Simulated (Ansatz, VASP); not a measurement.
## FeSi2 (Linzhiite) in two plane-wave programs

Wanted: the spread between two codes on one cell, functional and k mesh. Of the first pair: The structure shown is the start of the Ansatz relaxation below; VASP solves that cell, so the two are compared at the walk's first step.

Calculated with Ansatz 0.2.0; plane waves, with VASP 6.6.1 beside it; single point at PBEsol and zone-centre phonons at PBEsol.

## Step 1: Starting point

It takes space group P4/mmm (No. 123, tetragonal). The conventional cell has a = 2.733 Å, b = 2.733 Å, c = 5.188 Å, α = 90.00°, β = 90.00°, γ = 90.00°. Nearest to Si lie 1 Si at 2.38 Å and 4 Fe at 2.39 Å. Fe has 8 Si at 2.39 Å nearest. Farther neighbours are not listed.

## Step 2: Ansatz: relaxation, PBEsol

Ansatz runs on its PAW soft_1 files.

The two programs are compared at the cell with which this relaxation starts, whose forces are those of its first step.

Input file input.yaml:

```yaml
crystal:
  lattice:
    - [2.7332842713, 0.0, 0.0]
    - [0.0, 2.7332842713, 0.0]
    - [0.0, 0.0, 5.1881550969]
  atoms:
    - { symbol: Si, position: [0.5, 0.5, 0.2706871784] }
    - { symbol: Si, position: [0.5, 0.5, 0.7293128216] }
    - { symbol: Fe, position: [0.0, 0.0, 0.0] }
kpoints:
  mp_grid: { grid: [16, 16, 8] }
hamiltonian:
  xc: pbesol
  pseudopotentials: { kind: paw, azcp: { folder: soft_1 }, xc_functional: pbe }
scf:
  occupations: { method: methfessel_paxton, width: 0.2 }
output:
  forces: true
  stress: true
  eigenvalues: true
relax:
  adjacent_minimum: "off"
  f_tol: 0.001
  max_steps: 60
  cell: { stress_tol: 0.01, fix: [volume] }
```

Run with:

```
$ ansatz run input.yaml --threads 4 --pin off --max-ram 10240MiB --backend cpu --events-out ev --progress --plain --runs-dir out
```

Numbers of over 12 decimals in the logs are rounded to 6 here.

Output:

```text
Engine: ansatz 0.2.0, x86_64-unknown-linux-gnu
Pseudopotentials: kind: paw
Pseudopotential: Si, paw, valence charge 4, recommended cutoff 420 eV (normal), soft_1/Si.paw.azcp
Pseudopotential: Fe, paw, valence charge 16, recommended cutoff 420 eV (normal), soft_1/Fe.paw.azcp
Functional definition: PBEsol
  exchange = pbesol_x
  correlation = pbesol_c
Crystal: 3 atoms, lattice volume = 38.760 Å³
Basis set: ecut = 420 eV, 773 PW (Γ), exchange–correlation on 40×40×72 points (8 copies of the dense FFT grid, shifted against one another)
Bands: 16, of which v1, the nominal top of the filled ones, is band 12 counted from 1 (11 counted from 0)
Symmetry: 16 space group operations
Space group: P4/mmm (ITA 123), of the structure as read, at distance tolerance 3.4e-5 Å
k-points: 225 of 2048
Non-local potential: Si, projectors of the file, l = 0: 2, l = 1: 2, l = 2: 1
Non-local potential: Fe, projectors of the file, l = 0: 3, l = 1: 2, l = 2: 3, l = 3: 1
PAW form: soft (Blöchl's): semilocal exchange-correlation on the pseudo side does not see the compensation charge
PAW frozen core: Si, regenerated for the run's functional, and the local potential with it (the file was generated under x = pbe(κ = 0.804, μ = 0.219515), c = pbe(β = 0.066725))
PAW frozen core: Fe, regenerated for the run's functional, and the local potential with it (the file was generated under x = pbe(κ = 0.804, μ = 0.219515), c = pbe(β = 0.066725))
PAW one-centre angular grid: Si, 110 points (default); XC on 64 Gauss nodes
PAW one-centre angular grid: Fe, 590 points (default); XC on 64 Gauss nodes
Initial density: superposition of atomic densities (chi_scale 0.1, normalization cell, long waves kept (reshape's long-wave potential 0.00 eV rms))
Initial wavefunctions: pseudopotential atomic-orbital guess
Functional: x = pbesol(κ = 0.804, μ = 0.123457), c = pbesol(β = 0.046)
SCF iter   1: F=—  HF=-5694.984999 eV  |F-HF|=—  |Δ(HF+E_count)|=         —  Δρ=1.26e-1  dr2=1.32e1  ethr=3.10e-3  ⟨swp⟩=5.1  Hψ=18929  notcnv=0
preconditioner: auto → none  [metal: Δε(μ)=0.004 eV  Ē_g=7.709 eV  σ=0.200 eV  W_gap=0.02  n_scr=8 (ndim 8)  ℏωp=23.9 eV  f_vac=0.000  D(μ)=1.98/eV (n_scr^D=16)  sad-step TF]
SCF iter   2: F=—  HF=-5694.731824 eV  |F-HF|=—  |Δ(HF+E_count)|=   2.53e-1  S|Δr|=    0.00e0  Δρ=1.42e-1  dr2=1.35e1  ethr=3.10e-3  ⟨swp⟩=2.0  Hψ=6169  notcnv=0
SCF iter   3: F=—  HF=-5693.511210 eV  |F-HF|=—  |Δ(HF+E_count)|=    1.22e0  S|Δr|=    0.00e0  Δρ=6.22e-2  dr2=1.72e0  ethr=3.10e-3  ⟨swp⟩=3.0  Hψ=6633  notcnv=0
SCF iter   4: F=—  HF=-5693.337270 eV  |F-HF|=—  |Δ(HF+E_count)|=   1.74e-1  S|Δr|=    0.00e0  Δρ=1.20e-2  dr2=1.44e-1  ethr=3.10e-3  ⟨swp⟩=2.5  Hψ=7371  notcnv=0
SCF iter   5: F=—  HF=-5693.291411 eV  |F-HF|=—  |Δ(HF+E_count)|=   4.59e-2  S|Δr|=    0.00e0  Δρ=3.25e-3  dr2=2.26e-3  ethr=6.01e-4  ⟨swp⟩=2.0  Hψ=5986  notcnv=0
SCF iter   6: F=—  HF=-5693.291297 eV  |F-HF|=—  |Δ(HF+E_count)|=   1.14e-4  S|Δr|=    0.00e0  Δρ=6.19e-4  dr2=4.88e-5  ethr=9.43e-6  ⟨swp⟩=2.4  Hψ=5883  notcnv=0
SCF iter   7: F=—  HF=-5693.291336 eV  |F-HF|=—  |Δ(HF+E_count)|=   3.85e-5  S|Δr|=    0.00e0  Δρ=1.28e-4  dr2=2.94e-6  ethr=2.03e-7  ⟨swp⟩=2.0  Hψ=6252  notcnv=0
SCF iter   8: F=-5693.291335 eV  HF=-5693.291335 eV  |F-HF|=5.41e-8  |Δ(HF+E_count)|=   9.44e-7  S|Δr|=    0.00e0  Δρ=2.13e-5  dr2=9.53e-8  ethr=4.17e-10  ⟨swp⟩=4.0  Hψ=16898  notcnv=0
the search or the solves at the SCF's close seem to have found levels that the self-consistency loop had missed (the run counts 1). By its estimate they hold under 1e-12 electrons; where the run keeps them, the occupations were computed again with them
SCF 1 converged in 8 iterations: F = -5693.291335 eV  dr2 = 9.53e-8
  greatest PAW one-centre occupation: 1.000 electrons in one spin orbital (limit 2), on the Fe atom at site 2 (counted from 0), in its partial waves of l = 0
relax step   1: F+E_penalty+E_count = -5693.29133487 eV  Δ(F+E_penalty+E_count) = +0.000e0 eV  max|allowed force component| = 8.082e-2 eV/Å  Δτ_max = 0.0000 Å  P = -10.147 GPa  Ω = 38.760 Å³  fix = [volume]  reactions: volume -10.147 GPa  (8 SCF iters, dr2 threshold 1.00e-7 eV, accepted)
[...]
relax step   2: F+E_penalty+E_count = -5693.29172644 eV  Δ(F+E_penalty+E_count) = -3.916e-4 eV  max|allowed force component| = 1.757e-2 eV/Å  Δτ_max = 0.0028 Å  P = -9.995 GPa  Ω = 38.760 Å³  energy of the carried Pulay correction = -2.053e-18 eV  fix = [volume]  reactions: volume -9.995 GPa  (4 SCF iters, dr2 threshold 3.00e-7 eV, accepted)
[...]
relax step   3: F+E_penalty+E_count = -5693.29173790 eV  Δ(F+E_penalty+E_count) = -1.146e-5 eV  max|allowed force component| = 1.780e-3 eV/Å  Δτ_max = 0.0006 Å  P = -9.974 GPa  Ω = 38.760 Å³  energy of the carried Pulay correction = +4.107e-18 eV  fix = [volume]  reactions: volume -9.974 GPa  (4 SCF iters, dr2 threshold 1.93e-8 eV, accepted)
[...]
relax step   4: F+E_penalty+E_count = -5693.29173813 eV  Δ(F+E_penalty+E_count) = -2.266e-7 eV  max|allowed force component| = 4.471e-6 eV/Å  Δτ_max = 0.0001 Å  P = -9.974 GPa  Ω = 38.760 Å³  energy of the carried Pulay correction = -6.160e-18 eV  fix = [volume]  reactions: volume -9.974 GPa  (4 SCF iters, dr2 threshold 5.87e-10 eV, accepted)
[...]
relax step   5: F+E_penalty+E_count = -5693.29173991 eV  Δ(F+E_penalty+E_count) = -1.778e-6 eV  max|allowed force component| = 8.138e-6 eV/Å  Δτ_max = 0.0000 Å  P = -9.974 GPa  Ω = 38.760 Å³  fix = [volume]  reactions: volume -9.974 GPa  stress off target by 5.24e-4 GPa on what of the cell is left free  SCF on the basis re-selected at this cell (its energy is not comparable with the rows above)  (6 SCF iters)
basis re-selected at this cell: Δ(F+E_penalty+E_count) = -1.778e-6 eV, ΔP = +0.000 GPa vs the last step (what re-selecting the basis moved, of the pressure what is left beyond the Pulay correction that the steps carried, after the strain that the cell walked since its last selection, with what the two solves' SCF thresholds leave and, on support functions, any second-order correction that the steps lacked; it is no m [...]
SCF converged after 6 iterations
Stability not checked: this state was not tested for a lower state beside it, because cold or Methfessel-Paxton smearing, or corrected tetrahedra, fill the levels in a way that the test cannot read (fill_not_monotonic; see scf.lower_state_search)
Free energy (F): -5693.291740 eV
Harris-Foulkes:  -5693.291740 eV  (|F-HF|=9.09e-13)
Internal energy: -5693.292726 eV  (E = F + TS)
E sigma→0 (E₀):  -5693.291986 eV
Entropy (-TS):   0.000986 eV (0.329 meV/atom)
Fermi energy:    13.411159 eV
--- Per-component energies (eV) ---
  E_band       = -242.005896
  E_kinetic    = 422.570480
  E_local      = -3596.917599  (includes V_loc(G=0)·N_el)
  E_nonlocal   = 333.093576
  E_hartree    = 1585.020732
  E_xc         = -225.905862
  E_vxc        = -242.996747  (∫ρ·V_xc dr)
  E_paw        = -2345.848385  (= ΣΔE_a)
  E_vpaw       = -327.796218  (= ΣTr[D̂ρ^β])
  E_aug_tail   = -0.000867  (compensation charges beyond the density's cutoff)
  E_ewald      = -1865.547125
  E_core_change = 0.242323  (= ΣΔE_core)
  E_smearing   = 0.000986  (= −TS)
  E_closure    = 0.000000  (closes the sum)
  Σ components = -5693.291740   (vs F -5693.291740, Δ=0.00e0)
--- Forces (eV/Å), atoms counted from 1 ---
  atom   1  Si     0.00000000     0.00000000    -0.00000814
  atom   2  Si     0.00000000     0.00000000     0.00000814
  atom   3  Fe    -0.00000000     0.00000000     0.00000000
  max |Σ_I F_I| component: 3.47e-18 eV/Å
--- Stress (GPa, compression-positive) ---
       -9.973462       0.000000       0.000000
        0.000000      -9.973462       0.000000
        0.000000       0.000000      -9.974247
  P = ⅓ Tr σ = -9.9737 GPa (-99.737 kbar)
--- Band table (eV; the first three rows and the last of 225) ---
  k-point 0: bands = [... 8 lower, 11.8965, 11.9497, 11.9497, 12.7559, 17.6096, 17.6096, 19.7929, 20.4733]
  k-point 1: bands = [... 8 lower, 11.8619, 11.9428, 11.9428, 12.7559, 17.7065, 17.7065, 18.7975, 20.3145]
  k-point 2: bands = [... 8 lower, 11.7343, 11.9262, 11.9262, 12.7561, 17.3588, 17.9848, 17.9848, 20.0401]
  k-point 224: bands = [... 8 lower, 10.1393, 10.1393, 11.7389, 13.5107, 13.8678, 13.8678, 14.7078, 15.8510]
--- Relaxed structure (4 steps of the walk, 4 accepted, 1 SCFs on fresh bases) ---
  F+E_penalty+E_count = -5693.29173991 eV   max|allowed force component| = 8.138e-6 eV/Å   (the final SCF, on the basis selected at the relaxed cell)
  cell:  # Å, volume = 38.7599 Å³
    - [2.735665, 0, 0.0]
    - [0, 2.735665, 0.0]
    - [0.0, 0.0, 5.179129]
  atoms:
    - { symbol: Si, position: [0.5, 0.5, 0.270023] }
    - { symbol: Si, position: [0.5, 0.5, 0.729977] }
    - { symbol: Fe, position: [0, 0, 0.0] }
```

## Step 3: VASP: single point, PBEsol, start cell, pair 1

The same cell, functional, mesh and smearing now go to VASP, with its own data sets.

Lines of VASP's logs that name or quote its potential files are left out, and so is its time.

Input file INCAR:

```
SYSTEM = FeSi2
PREC = Accurate
ENCUT = 520
EDIFF = 1E-06
NELM = 120
ISMEAR = 1
SIGMA = 0.2
LREAL = .FALSE.
ALGO = Normal
GGA = PS
NBANDS = 14
LASPH = .TRUE.
LORBIT = 11
LWAVE = .FALSE.
LCHARG = .FALSE.
ISIF = 2
GGA_COMPAT = .FALSE.
KPAR = 2
```

Input file POSCAR:

```
FeSi2
1.0
    2.7332840000      0.0000000000      0.0000000000
    0.0000000000      2.7332840000      0.0000000000
    0.0000000000      0.0000000000      5.1881550000
Si Fe
2 1
Direct
    0.5000000000      0.5000000000      0.2706871711
    0.5000000000      0.5000000000      0.7293128289
    0.0000000000      0.0000000000      0.0000000000
```

Input file KPOINTS:

```
Automatic mesh
0
Gamma
16 16 8
0 0 0
```

PAW data sets: Si and Fe (PBE family, release 64).

Run with:

```
$ mpirun -np 2 vasp_std
```

Output:

```text
[banner, memory and clock lines left out]
running    2 mpi-ranks, on    1 nodes
 distrk:  each k-point on    1 cores,    2 groups
 distr:  one band on    1 cores,    1 groups

 POSCAR found type information on POSCAR SiFe
 POSCAR found :  2 types and       3 ions
|                                                                             |
|               ----> ADVICE to this user running VASP <----                  |
|                                                                             |
|     You enforced a specific xc type in the INCAR file but a different       |
|     [... a line on the potential file left out ...]
|     I HOPE YOU KNOW WHAT YOU ARE DOING!                                     |
|                                                                             |

 LDA part: xc-table for (Slater+PW92), standard interpolation
 POSCAR, INCAR and KPOINTS ok, starting setup
 FFT: planning ... GRIDC
 FFT: planning ... GRID_SOFT
 FFT: planning ... GRID
 WAVECAR not read
 entering main loop
       N       E                     dE             d eps       ncg     rms          rms(c)
DAV:   1     0.600233505476E+02    0.60023E+02   -0.70130E+03  6348   0.114E+03
DAV:   2    -0.198430733818E+02   -0.79866E+02   -0.70748E+02  6390   0.214E+02
DAV:   3    -0.236474870153E+02   -0.38044E+01   -0.36298E+01  8632   0.517E+01
DAV:   4    -0.237377632495E+02   -0.90276E-01   -0.90125E-01  7168   0.749E+00
DAV:   5    -0.237402708879E+02   -0.25076E-02   -0.25071E-02  8680   0.134E+00    0.168E+01
DAV:   6    -0.279321292806E+02   -0.41919E+01   -0.22310E+01  8072   0.111E+02    0.226E+01
DAV:   7    -0.219630406905E+02    0.59691E+01   -0.18143E+01  8336   0.972E+01    0.434E+00
DAV:   8    -0.219194751379E+02    0.43566E-01   -0.83670E-01  7248   0.669E+00    0.191E+00
DAV:   9    -0.218854168285E+02    0.34058E-01   -0.82282E-02  8392   0.556E+00    0.692E-01
DAV:  10    -0.218837306784E+02    0.16862E-02   -0.50580E-03  8162   0.790E-01    0.166E-01
DAV:  11    -0.218836288212E+02    0.10186E-03   -0.27306E-04  9202   0.335E-01    0.753E-02
DAV:  12    -0.218836273502E+02    0.14710E-05   -0.37793E-05  9072   0.852E-02    0.209E-02
DAV:  13    -0.218836253697E+02    0.19804E-05   -0.48612E-06  7882   0.311E-02    0.573E-03
DAV:  14    -0.218836254861E+02   -0.11633E-06   -0.33291E-07  4134   0.764E-03
   1 F= -.21883625E+02 E0= -.21883919E+02  d E =0.879831E-03
```

OUTCAR, selected parts (step 3):

```text
ion  position               nearest neighbor table
   1  0.500  0.500  0.271-   2 2.38   3 2.39   3 2.39   3 2.39   3 2.39   2 2.81
   2  0.500  0.500  0.729-   1 2.38   3 2.39   3 2.39   3 2.39   3 2.39   1 2.81
   3  0.000  0.000  0.000-   1 2.39   2 2.39   1 2.39   2 2.39   1 2.39   2 2.39   1 2.39   2 2.39

  LATTYP: Found a simple tetragonal cell.
 ALAT       =     2.7332840000
 C/A-ratio  =     1.8981397469

 Subroutine GETGRP returns: Found 16 space group operations
 (whereof 16 operations were pure point group operations)

The static configuration has the point symmetry D_4h.

 Found    225 irreducible k-points:

   k-points           NKPTS =    225   k-points in BZ     NKDIM =    225   number of bands    NBANDS=     14

   dimension x,y,z NGX =    20 NGY =   20 NGZ =   40
   dimension x,y,z NGXF=    40 NGYF=   40 NGZF=   80

   ENCUT  =  520.0 eV  38.22 Ry    6.18 a.u.   5.08  5.08  9.65*2*pi/ulx,y,z

   NELECT =      16.0000    total number of electrons

 k-points in reciprocal lattice and weights: Automatic mesh
   0.00000000  0.00000000  0.00000000       0.000
   0.06250000  0.00000000  0.00000000       0.002
   0.12500000  0.00000000  0.00000000       0.002
   0.18750000  0.00000000  0.00000000       0.002
   0.25000000  0.00000000  0.00000000       0.002
   0.31250000  0.00000000  0.00000000       0.002
   0.37500000  0.00000000  0.00000000       0.002
   0.43750000  0.00000000  0.00000000       0.002
   0.50000000  0.00000000  0.00000000       0.001
[...]
0.50000000  0.43750000  0.50000000       0.002
   0.50000000  0.50000000  0.50000000       0.000

 average (electrostatic) potential at core
       1 -80.3789       2 -80.3789       3 -39.8760

 E-fermi :   9.3188

 k-point     1 :       0.0000    0.0000    0.0000
  band No.  band energies     occupation
    ...
      4       5.9515      2.00000
      5       7.7993      2.00000
      6       7.8788      2.00000
      7       7.8788      2.00000
      8       8.6821      2.00006
      9      13.5850      0.00000
     10      13.5850      0.00000
     11      15.6772      0.00000
     12      16.3800      0.00000
     13      17.1659      0.00000
    ...

 k-point     2 :       0.0625    0.0000    0.0000
  band No.  band energies     occupation
    ...
      4       5.9487      2.00000
      5       7.7940      2.00000
      6       7.8143      2.00000
      7       7.8933      2.00000
      8       8.6137      2.00001
      9      12.7778     -0.00000
     10      13.6934      0.00000
     11      15.7639      0.00000
     12      16.5685      0.00000
     13      16.7420      0.00000
    ...

 k-point     3 :       0.1250    0.0000    0.0000
  band No.  band energies     occupation
    ...
      4       5.9124      2.00000
      5       7.6295      2.00000
      6       7.7577      2.00000
      7       7.9348      2.00000
      8       8.4304      2.00000
      9      11.4157     -0.00000
     10      14.0002      0.00000
     11      15.2652      0.00000
     12      16.0476      0.00000
     13      16.8375      0.00000
    ...

  Total       -2.3305015     -2.3305015     -2.4594616      0.0000000      0.0000000      0.0000000
  in kB      -96.3335388    -96.3335388   -101.6642286      0.0000000      0.0000000      0.0000000
  external PRESSURE =     -98.1104354 kB  Pullay stress =       0.0000000 kB

  energy-cutoff  :      520.00
  volume of cell :       38.76
      direct lattice vectors                 reciprocal lattice vectors
     2.733284000  0.000000000  0.000000000     0.365860262  0.000000000  0.000000000
     0.000000000  2.733284000  0.000000000     0.000000000  0.365860262  0.000000000
     0.000000000  0.000000000  5.188155000     0.000000000  0.000000000  0.192746747

 POSITION                                       TOTAL-FORCE (eV/Angst)
 -----------------------------------------------------------------------------------
      1.36664      1.36664      1.40437         0.000000      0.000000     -0.068499
      1.36664      1.36664      3.78379        -0.000000     -0.000000      0.068499
      0.00000      0.00000      0.00000         0.000000      0.000000      0.000000
 -----------------------------------------------------------------------------------
    total drift:                                0.000000      0.000000      0.000000

  FREE ENERGIE OF THE ION-ELECTRON SYSTEM (eV)
  ---------------------------------------------------
  free  energy   TOTEN  =       -21.8836254861 eV

  energy  without entropy=      -21.8845053169  energy(sigma->0) =      -21.88391876

 total charge
# of ion       s       p       d       tot
------------------------------------------
    1        0.733   0.863   0.000   1.596
    2        0.733   0.863   0.000   1.596
    3        0.444   0.647   6.641   7.731
--------------------------------------------------
tot          1.909   2.373   6.641  10.922

[... 3 further parts left out ...]
```

This run has no spin polarisation, so a moment on Fe, if there is one, isn't seen.

## Step 4: Differences

Known differences besides the potentials themselves: the data sets hold 24 valence electrons in Ansatz (on its PAW soft_1 files) and 16 in VASP; the cutoff is 420 eV in Ansatz and 520 eV in VASP; Ansatz makes its cores anew for this functional, VASP keeps those of its PBE data sets. Total energies have different zeros and are not compared.

Forces (eV/Å; atoms numbered as in POSCAR):

```
atom        Ansatz x, y, z          VASP x, y, z
 Si1  0.000, 0.000, -0.081  0.000, 0.000, -0.068
 Si2   0.000, 0.000, 0.081   0.000, 0.000, 0.068
 Fe3   0.000, 0.000, 0.000   0.000, 0.000, 0.000
```

The forces differ by 5.8 meV/Å r.m.s., which is 18.0 % of the r.m.s. force of 0.032 eV/Å (both taken over all components).

## Step 5: Ansatz: relaxation, PBEsol

This run makes the geometry at which the two programs are then compared.

The structure compared here is the end of the Ansatz relaxation.

input.yaml is that of step 2.

Run with:

```
$ ansatz run input.yaml --threads 4 --pin off --max-ram 10240MiB --backend cpu --events-out ev --progress --plain --runs-dir out
```

Output:

```text
[...]
Crystal: 3 atoms, lattice volume = 38.760 Å³
Basis set: ecut = 420 eV, 773 PW (Γ), exchange–correlation on 40×40×72 points (8 copies of the dense FFT grid, shifted against one another)
Bands: 16, of which v1, the nominal top of the filled ones, is band 12 counted from 1 (11 counted from 0)
Symmetry: 16 space group operations
[...]
k-points: 225 of 2048
[...]
k-point 224: bands = [... 8 lower, 10.1393, 10.1393, 11.7389, 13.5107, 13.8678, 13.8678, 14.7078, 15.8510]
--- Relaxed structure (4 steps of the walk, 4 accepted, 1 SCFs on fresh bases) ---
[...]
cell:  # Å, volume = 38.7599 Å³
    - [2.735665, 0, 0.0]
    - [0, 2.735665, 0.0]
    - [0.0, 0.0, 5.179129]
  atoms:
    - { symbol: Si, position: [0.5, 0.5, 0.270023] }
    - { symbol: Si, position: [0.5, 0.5, 0.729977] }
    - { symbol: Fe, position: [0, 0, 0.0] }
[key lines of the parts left out:]
SCF converged after 6 iterations
Free energy (F): -5693.291740 eV
Fermi energy:    13.411159 eV
P = ⅓ Tr σ = -9.9737 GPa (-99.737 kbar)
```

[end of part 1 of 2]

[Lines on the potential files, build, host, timing and source positions are cut from VASP's logs without a mark.]

[Logs are printed without paths, hosts, clocks, repeated set-up lines and the standing remarks that a program may print on its own settings, such as how far it seeks lower states.]

[Hosts, paths, dates, database ids (printed as entryN), source tags and the programs' standing remarks are cut or masked in the printed files.]
